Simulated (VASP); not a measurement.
# CaBr (P-6m2) in VASP: further runs

The runs below take CaBr through single point, with PBE.

Program: VASP 6.6.1. These are calculated values, not measurements. Logs are shortened: lines on timing, memory, paths and dates and some standing lists are left out, and cuts for length are marked.

### 1 The structure

Symmetry: P-6m2, No. 187, hexagonal system. Conventional cell: a = 3.917 Å, b = 3.917 Å, c = 4.341 Å, α = 90.00°, β = 90.00°, γ = 120.00°. Around Ca (site symmetry -6m2) lie 6 Br at 3.13 Å. Br (site symmetry -6m2) has 6 Ca at 3.13 Å as nearest neighbours.

The cell comes from a database or a generator and needn't be the stable form of this composition.

### 2 Single point, PBE

Contents of INCAR:

```
PREC = Accurate
ENCUT = 520
EDIFF = 1E-6
ISMEAR = 0
SIGMA = 0.15
LREAL = False
LASPH = True
NELM = 60
ALGO = Fast
ISIF = 2
LWAVE = False
LCHARG = False
GGA = PE
NBANDS = 16
```

Contents of KPOINTS:

```
Automatic mesh
0
Gamma
  15 15 12
```

Contents of POSCAR:

```
CaBr
1.0
    3.9170223818      0.0000000000      0.0000000000
   -1.9585111909      3.3922408898      0.0000000000
    0.0000000000      0.0000000000      4.3410340000
Ca Br
1 1
Direct
    0.0000000000      0.0000000000      0.0000000000
    0.3333333333      0.6666666667      0.5000000000
```

Potentials or basis: VASP PAW PBE potentials, release 64 (Ca_sv, Br).

Run with:

```sh
cat potpaw_PBE.64/Ca_sv/POTCAR potpaw_PBE.64/Br/POTCAR > POTCAR
mpirun -np 1 vasp_std > vasp.out
```

OUTCAR:

```text
PREC = Accurate
   ENCUT = 520
   EDIFF = 1E-6
   ISMEAR = 0
   LREAL = False
   LASPH = True
   NELM = 60
   ISIF = 2
   GGA = PE

 ion  position               nearest neighbor table
   1  0.000  0.000  0.000-
   2  0.333  0.667  0.500-

  LATTYP: Found a hexagonal cell.
 ALAT       =     3.9170223818
 C/A-ratio  =     1.1082484543

  Lattice vectors:

 A1 = (   3.9170223818,   0.0000000000,   0.0000000000)
 A2 = (  -1.9585111909,   3.3922408898,   0.0000000000)
 A3 = (   0.0000000000,   0.0000000000,   4.3410340000)

Analysis of symmetry for initial positions (statically):
=====================================================================
 Subroutine PRICEL returns:
 Original cell was already a primitive cell.

 Routine SETGRP: Setting up the symmetry group for a
 hexagonal supercell.

 Subroutine GETGRP returns: Found 12 space group operations
 (whereof 12 operations were pure point group operations)
 out of a pool of 24 trial point group operations.

The static configuration has the point symmetry D_3h.

Analysis of symmetry for dynamics (positions and initial velocities):
=====================================================================
 Subroutine PRICEL returns:
 Original cell was already a primitive cell.

 Routine SETGRP: Setting up the symmetry group for a
 hexagonal supercell.

 Subroutine GETGRP returns: Found 12 space group operations
 (whereof 12 operations were pure point group operations)
 out of a pool of 24 trial point group operations.

The dynamic configuration has the point symmetry D_3h.

 Subroutine INISYM returns: Found 12 space group operations
 (whereof 12 operations are pure point group operations),
 and found     1 'primitive' translations

----------------------------------------------------------------------------------------

                                     Primitive cell

  volume of cell :      57.6814

  direct lattice vectors                    reciprocal lattice vectors
     3.917022382  0.000000000  0.000000000     0.255295963  0.147395193  0.000000000
    -1.958511191  3.392240890  0.000000000     0.000000000  0.294790386  0.000000000
     0.000000000  0.000000000  4.341034000     0.000000000  0.000000000  0.230359864

  length of vectors
     3.917022382  3.917022382  4.341034000     0.294790386  0.294790386  0.230359864

  position of ions in fractional coordinates (direct lattice)
     0.000000000  0.000000000  0.000000000
     0.333333333  0.666666667  0.500000000

  ion indices of the primitive-cell ions
   primitive index   ion index
                 1           1
                 2           2

----------------------------------------------------------------------------------------

 KPOINTS: Automatic mesh

Automatic generation of k-mesh.
 Grid dimensions read from file:
 generate k-points for:   15   15   12

 Generating k-lattice:

  Cartesian coordinates                     Fractional coordinates (reciprocal lattice)
     0.017019731  0.009826346  0.000000000     0.066666667  0.000000000  0.000000000
     0.000000000  0.019652692  0.000000000     0.000000000  0.066666667  0.000000000
     0.000000000  0.000000000  0.019196655     0.000000000  0.000000000  0.083333333

  Length of vectors
     0.019652692  0.019652692  0.019196655

  Shift w.r.t. Gamma in fractional coordinates (k-lattice)
     0.000000000  0.000000000  0.000000000

 Subroutine IBZKPT returns following result:
 ===========================================

 Found    189 irreducible k-points:

 Following reciprocal coordinates:
            Coordinates               Weight
  0.000000  0.000000  0.000000      1.000000
  0.066667  0.000000  0.000000      6.000000
  0.133333  0.000000  0.000000      6.000000
  0.200000  0.000000  0.000000      6.000000
  0.266667  0.000000  0.000000      6.000000
  0.333333  0.000000  0.000000      6.000000
[... 16 lines left out ...]
  0.333333  0.200000  0.000000     12.000000
  0.400000  0.200000  0.000000      6.000000
 [... further k-points ...]
   k-points           NKPTS =    189   k-points in BZ     NKDIM =    189   number of bands    NBANDS=     16
   number of dos      NEDOS =    301   number of ions     NIONS =      2
   total plane-waves  NPLWV =  28800
   dimension x,y,z NGX =    30 NGY =   30 NGZ =   32
   dimension x,y,z NGXF=    60 NGYF=   60 NGZF=   64
   ions per type =               1   1
   NGX,Y,Z   is equivalent  to a cutoff of  12.73, 12.73, 12.25 a.u.
   NGXF,Y,Z  is equivalent  to a cutoff of  25.47, 25.47, 24.51 a.u.
 SYSTEM =  unknown system
   PREC   = accura    normal or accurate (medium, high low for compatibility)
   ISTART =      0    job   : 0-new  1-cont  2-samecut
   ICHARG =      2    charge: 1-file 2-atom 10-const
   ISPIN  =      1    spin polarized calculation?
   LNONCOLLINEAR =      F non collinear calculations
   LSORBIT =      F    spin-orbit coupling
   LASPH  =      T    aspherical Exc in radial PAW
   ENCUT  =  520.0 eV  38.22 Ry    6.18 a.u.   7.28  7.28  8.07*2*pi/ulx,y,z
   NELM   =     60;   NELMIN=  2; NELMDL= -5     # of ELM steps
   EDIFF  = 0.1E-05   stopping-criterion for ELM
   LREAL  =      F    real-space projection
   EDIFFG = 0.1E-04   stopping-criterion for IOM
   NSW    =      0    number of steps for IOM
   IBRION =     -1    ionic relax: 0-MD 1-quasi-New 2-CG
   NFREE  =      0    steps in history (QN), initial steepest desc. (CG)
   ISIF   =      2    stress and relaxation
   ISYM   =      2    0-nonsym 1-usesym 2-fastsym
   POTIM  = 0.5000    time-step for ionic-motion
   TEBEG  =    0.0;   TEEND  =   0.0 temperature during run
   PSTRESS=    0.0 pullay stress
   NELECT =      17.0000    total number of electrons
   NUPDOWN=      -1.0000    fix difference up-down
   EMIN   =  10.00;   EMAX   =-10.00  energy-range for DOS
   EFERMI =   0.00;   METHOD = LEGACY
   ISMEAR =     0;   SIGMA  =   0.15  broadening in eV -4-tet -1-fermi 0-gaus
   EFERMI_NEDOS =   21; number of points for ismear=-14 and -15
   IALGO  =     68    algorithm
   IMIX   =      4    mixing-type and parameters
     AMIX     =   0.40;   BMIX     =  1.00
     AMIX_MAG =   1.60;   BMIX_MAG =  1.00
  volume/ion in A,a.u.               =      28.84       194.63
  Fermi-wavevector in a.u.,A,eV,Ry     =   1.089463  2.058787 16.149159  1.186930
  Thomas-Fermi vector in A             =   2.225667
   LORBIT       =      0    0 simple, 1 ext, 2 COOP (PROOUT), +10 PAW based schemes
   GGA     = PE    functional components
   LHFCALC =     F    Hartree Fock is set to
   AEXX    =    0.0000 exact exchange contribution
   IVDW    =     0    specifies the selected vdW correction
   LEPSILON=     F    determine dielectric tensor
   LRPA    =     F    only Hartree local field effects (RPA)
 non-spin polarized calculation
 RMM-DIIS sequential band-by-band and
 Gauss-broadening in eV      SIGMA  =   0.15
  energy-cutoff  :      520.00
  volume of cell :       57.68
 maximum number of plane-waves:      1578
 NGX is ok and might be reduce to    30
   NGX = 15   NGY = 15   NGZ = 17

 number of electron      16.9999998 magnetization

 Free energy of the ion-electron system (eV)
  ---------------------------------------------------
  ext. energy  EPLUGINS =         0.00000000
  ---------------------------------------------------
  free energy    TOTEN  =        -6.05091617 eV

  energy without entropy =       -6.01577490  energy(sigma->0) =       -6.03334553

 E-fermi :   4.6714     XC(G=0):  -8.8082

 val. band max:        4.6702039126   @ k =   0.4000   0.2000   0.5000
 cond. band min:       4.6806871304   @ k =   0.2000   0.2000   0.0833
 fundamental gap:      0.0104832179
 Fermi energy:         4.6713617648

 k-point     1 :       0.0000    0.0000    0.0000
  band No.  band energies     occupation
      1     -37.7249      2.00000
      2     -18.7951      2.00000
      3     -18.6738      2.00000
      4     -18.6738      2.00000
      5     -12.9648      2.00000
      6      -0.9037      2.00000
[... 8 lines left out ...]
     15      10.6328      0.00000
     16      11.2565      0.00000

 k-point     2 :       0.0667    0.0000    0.0000
  band No.  band energies     occupation
      1     -37.7245      2.00000
      2     -18.7942      2.00000
      3     -18.6796      2.00000
      4     -18.6750      2.00000
      5     -12.9494      2.00000
      6      -0.9018      2.00000
[... 8 lines left out ...]
     15      10.5066      0.00000
     16      11.3757      0.00000

 k-point     3 :       0.1333    0.0000    0.0000
  band No.  band energies     occupation
      1     -37.7233      2.00000
      2     -18.7918      2.00000
      3     -18.6961      2.00000
      4     -18.6785      2.00000
      5     -12.9056      2.00000
      6      -0.8962      2.00000
[... 8 lines left out ...]
     15      10.3358      0.00000
     16      11.6334      0.00000

 k-point     4 :       0.2000    0.0000    0.0000
  band No.  band energies     occupation
      1     -37.7216      2.00000
      2     -18.7882      2.00000
      3     -18.7200      2.00000
      4     -18.6835      2.00000
      5     -12.8402      2.00000
      6      -0.9537      2.00000
[... 8 lines left out ...]
     15      10.2722      0.00000
     16      11.4751      0.00000

 k-point     5 :       0.2667    0.0000    0.0000
  band No.  band energies     occupation
      1     -37.7196      2.00000
      2     -18.7840      2.00000
      3     -18.7473      2.00000
      4     -18.6893      2.00000
      5     -12.7638      2.00000
      6      -1.4157      2.00000
[... 8 lines left out ...]
     15      10.3116      0.00000
     16      11.1535      0.00000

 k-point     6 :       0.3333    0.0000    0.0000
  band No.  band energies     occupation
      1     -37.7177      2.00000
      2     -18.7801      2.00000
      3     -18.7730      2.00000
      4     -18.6948      2.00000
      5     -12.6892      2.00000
      6      -1.8045      2.00000
[... 8 lines left out ...]
     15      10.2103      0.00000
     16      11.0290      0.00000

 k-point     7 :       0.4000    0.0000    0.0000
  band No.  band energies     occupation
      1     -37.7162      2.00000
      2     -18.7929      2.00000
      3     -18.7770      2.00000
      4     -18.6991      2.00000
      5     -12.6298      2.00000
      6      -2.0830      2.00000
[... 8 lines left out ...]
     15       9.7660      0.00000
     16      11.0282      0.00000

 k-point     8 :       0.4667    0.0000    0.0000
  band No.  band energies     occupation
      1     -37.7154      2.00000
      2     -18.8038      2.00000
      3     -18.7753      2.00000
      4     -18.7014      2.00000
      5     -12.5968      2.00000
      6      -2.2281      2.00000
[... 8 lines left out ...]
     15       9.3166      0.00000
     16      11.0597      0.00000

 k-point     9 :       0.0667    0.0667    0.0000
  band No.  band energies     occupation
      1     -37.7237      2.00000
      2     -18.7926      2.00000
      3     -18.6906      2.00000
      4     -18.6775      2.00000
      5     -12.9198      2.00000
      6      -0.8980      2.00000
[... 8 lines left out ...]
     15      10.3738      0.00000
     16      11.5854      0.00000
[... 172 lines left out ...]
 k-point    19 :       0.3333    0.1333    0.0000
  band No.  band energies     occupation
      1     -37.7157      2.00000
      2     -18.7883      2.00000
      3     -18.7760      2.00000
      4     -18.7113      2.00000
      5     -12.6120      2.00000
      6      -2.0044      2.00000
[... 8 lines left out ...]
     15       9.9199      0.00000
     16      10.9477      0.00000

 k-point    20 :       0.4000    0.1333    0.0000
  band No.  band energies     occupation
      1     -37.7150      2.00000
      2     -18.7970      2.00000
      3     -18.7745      2.00000
      4     -18.7148      2.00000
      5     -12.5819      2.00000
      6      -2.1210      2.00000
[... 8 lines left out ...]
     15       9.5253      0.00000
     16      10.9779      0.00000

 k-point    21 :       0.2000    0.2000    0.0000
  band No.  band energies     occupation
      1     -37.7172      2.00000
      2     -18.7791      2.00000
      3     -18.7675      2.00000
      4     -18.7080      2.00000
      5     -12.6716      2.00000
      6      -1.7025      2.00000
[... 8 lines left out ...]
     15      10.3379      0.00000
     16      10.9222      0.00000

 k-point    22 :       0.2667    0.2000    0.0000
  band No.  band energies     occupation
      1     -37.7158      2.00000
      2     -18.7797      2.00000
      3     -18.7762      2.00000
      4     -18.7187      2.00000
      5     -12.6158      2.00000
      6      -1.8693      2.00000
[... 8 lines left out ...]
     15      10.2103      0.00000
     16      10.8811      0.00000

 k-point    23 :       0.3333    0.2000    0.0000
  band No.  band energies     occupation
      1     -37.7148      2.00000
      2     -18.7873      2.00000
      3     -18.7742      2.00000
      4     -18.7266      2.00000
      5     -12.5775      2.00000
      6      -1.9704      2.00000
[... 8 lines left out ...]
     15       9.9119      0.00000
     16      10.8933      0.00000

 k-point    24 :       0.4000    0.2000    0.0000
  band No.  band energies     occupation
      1     -37.7145      2.00000
      2     -18.7899      2.00000
      3     -18.7735      2.00000
      4     -18.7294      2.00000
      5     -12.5639      2.00000
      6      -2.0041      2.00000
[... 8 lines left out ...]
     15       9.6913      0.00000
     16      10.9070      0.00000

 [... further k-points ...]

------------------------ aborting loop because EDIFF is reached ----------------------------------------

  FORCE on cell =-STRESS in cart. coord.  units (eV):
  Direction    XX          YY          ZZ          XY          YZ          ZX
  --------------------------------------------------------------------------------------
  -------------------------------------------------------------------------------------
  Total        0.0681446      0.0681446      0.2492915      0.0000000      0.0000000     -0.0000000
  in kB        1.8928064      1.8928064      6.9244004      0.0000000      0.0000000     -0.0000000
  external PRESSURE =       3.5700044 kB  Pullay stress =       0.0000000 kB

 VOLUME and BASIS-vectors are now :
 -----------------------------------------------------------------------------
  energy-cutoff  :      520.00
  volume of cell :       57.68
      direct lattice vectors                 reciprocal lattice vectors
     3.917022382  0.000000000  0.000000000     0.255295963  0.147395193  0.000000000
    -1.958511191  3.392240890  0.000000000     0.000000000  0.294790386  0.000000000
     0.000000000  0.000000000  4.341034000     0.000000000  0.000000000  0.230359864

 POSITION                                       TOTAL-FORCE (eV/Angst)
 -----------------------------------------------------------------------------------
      0.00000      0.00000      0.00000         0.000000     -0.000000      0.000000
     -0.00000      2.26149      2.17052        -0.000000      0.000000      0.000000
 -----------------------------------------------------------------------------------
    total drift:                                0.000000     -0.000000     -0.000000

  FREE ENERGIE OF THE ION-ELECTRON SYSTEM (eV)
  ---------------------------------------------------
  free  energy   TOTEN  =        -6.0509161700 eV

  energy  without entropy=       -6.0157748992  energy(sigma->0) =       -6.03334553
```

Wall time 3.3 min (1 thread of AMD EPYC 7R43 (Zen 3), shared host); peak memory 0.27 GiB.

Results:

```yaml
Free_energy: -6.0509 eV
Pressure: 0.4 GPa
Band_gap_on_the_k_mesh: none (metal or under the smearing width)
```

Caveat: an odd number of electrons without spin polarisation forces a metal; a magnetic or distorted state may lie lower.

### 3 Single point, PBE

Contents of INCAR:

```
  ALGO = Fast
  EDIFF = 1E-7
  ENCUT = 520
  GGA = PE
  ISIF = 2
  ISMEAR = 0
  LASPH = T
  LCHARG = T
  LELF = T
  LREAL = F
  LVHAR = T
  LWAVE = F
  NBANDS = 16
  NELM = 100
  PREC = Accurate
  SIGMA = 0.15
```

Contents of KPOINTS:

```
k-points
0
Gamma
  15 15 12
```

POSCAR is that of step 2.

Potentials or basis: VASP PAW PBE potentials, release 64 (Ca_sv, Br).

Run with:

```sh
cat potpaw_PBE.64/Ca_sv/POTCAR potpaw_PBE.64/Br/POTCAR > POTCAR
mpirun -np 1 vasp_std > vasp.out
```

Run time: 4.7 min. Hardware: 1 thread of AMD EPYC 7R43 (Zen 3), shared host; peak memory 0.27 GiB.

It converged, with:

```yaml
Free_energy: -6.0509 eV
Pressure: 0.4 GPa
Band_gap_on_the_k_mesh: none (metal or under the smearing width)
```

Stress tensor (GPa, compression positive):
```
0.19 0.00 0.00
0.00 0.19 0.00
0.00 0.00 0.69
```

Levels at points of the mesh, in eV from the Fermi level:
| k point | band 5 | band 6 | band 7 | band 8 | band 9 | band 10 | band 11 | band 12 | band 13 | band 14 |
| --- | --- | --- | --- | --- | --- | --- | --- | --- | --- | --- |
| (0.00, 0.00, 0.00) | -17.64 | -5.58 | -4.60 | -4.60 | -1.84 | 0.52 | 2.30 | 2.30 | 2.81 | 2.81 |
| (0.00, 0.00, 0.50) | -17.44 | -7.12 | -4.53 | -4.53 | 0.96 | 1.62 | 1.62 | 2.04 | 2.51 | 2.51 |

Caveat: an odd number of electrons without spin polarisation forces a metal; a magnetic or distorted state may lie lower.
